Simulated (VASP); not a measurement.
An input for Quantum ESPRESSO's pw.x (written as the equivalent of a VASP run, and not itself run):

```
&CONTROL
  calculation = 'vc-relax'
  pseudo_dir = './pseudo'
  outdir = './out'
  tprnfor = .true.
  tstress = .true.
  nstep = 60
  forc_conv_thr = 0.00039
/
&SYSTEM
  ibrav = 0
  nat = 2
  ntyp = 2
  ecutwfc = 82
  occupations = 'smearing'
  smearing = 'methfessel-paxton'
  degauss = 0.00735
  input_dft = 'pbe'
  vdw_corr = 'grimme-d3'
  dftd3_version = 4
  dftd3_threebody = .false.
/
&ELECTRONS
  conv_thr = 7.3e-08
  electron_maxstep = 100
/
&IONS
/
&CELL
/
ATOMIC_SPECIES
  Ta 180.948 Ta.upf
  C 12.011 C.upf
CELL_PARAMETERS angstrom
     0.0000000    2.2300000    2.2300000
     2.2300000    0.0000000    2.2300000
     2.2300000    2.2300000    0.0000000
ATOMIC_POSITIONS crystal
  Ta   0.0000000  0.0000000  0.0000000
  C    0.5000000  0.5000000  0.5000000
K_POINTS automatic
  13 13 13 0 0 0
```

**Question.** Translate this input to VASP (INCAR, KPOINTS, POSCAR, choice of POTCAR).

**Answer.** Several could match; the one computed here: 
**INCAR**
```
! general
SYSTEM =TaC
PREC   =Accurate
ENCUT  =520   ! plane-wave cut-off (eV)
LREAL  =F   ! projection in real space or not
LASPH  =T   ! aspherical one-centre terms

! electronic loop
EDIFF  =1E-6
NELM   =100
ALGO   =Normal   ! blocked Davidson
LMAXMIX=6

! smearing
ISMEAR =1
SIGMA  =0.1   ! width (eV)

! functional
GGA    =PE   ! PBE
IVDW   =12   ! D3, Becke-Johnson

! ions
IBRION =2
NSW    =60   ! most ionic steps
ISIF   =3   ! ions, shape and volume
EDIFFG =-0.01

! output
LWAVE  =F
LCHARG =F
```

### POSCAR
```
TaC
1.0
  0.0000000000   2.2300000000   2.2300000000
  2.2300000000   0.0000000000   2.2300000000
  2.2300000000   2.2300000000   0.0000000000
Ta C
1 1
direct
  0.0000000000   0.0000000000   0.0000000000
  0.5000000000   0.5000000000   0.5000000000
```

**KPOINTS**
```
Automatic mesh
0
Gamma
13 13 13
0 0 0
```

POTCAR, in this order: Ta_pv C (PBE.64 set). Program: vasp_std.

The two are equivalent in intent, not identical: the potentials are each code's own (VASP's PAW set, PseudoDojo norm-conserving files in pw.x), so ENCUT and ecutwfc are chosen apart and not converted; conv_thr bounds pw.x's estimated SCF error, while EDIFF bounds the energy change between steps; forc_conv_thr acts on force components and is met together with etot_conv_thr.

The compound is TaC in the rock salt structure. This run relaxes it. Symmetry was kept, so distortions that lower it aren't found.
